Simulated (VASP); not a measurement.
Data:

```yaml
crystal:
  lattice:
    - [0.00000, 3.02657, 3.02657]
    - [3.02657, 0.00000, 3.02657]
    - [3.02657, 3.02657, 0.00000]
  atoms:
    - { symbol: In, position: [0.00000, 0.00000, 0.00000] }
    - { symbol: As, position: [0.25000, 0.25000, 0.25000] }
```

Computed with optB88-vdW, VASP's PBE PAW potentials (set 64) (plane waves; VASP). Settings: 520 eV cut-off, 10×10×10 Γ-centred mesh, first-order Methfessel-Paxton smearing of 0.10 eV, potentials In_d As.

Question: Give the stress tensor in GPa (positive for a compressed cell).

Answer: 
```
3.53  0.00  0.00
0.00  3.53  0.00
0.00  0.00  3.53
```
The pressure is its mean diagonal, 3.53 GPa.

The compound is InAs in the zinc blende structure. This cell is one point of a volume scan, at 0.94 of the reference volume.
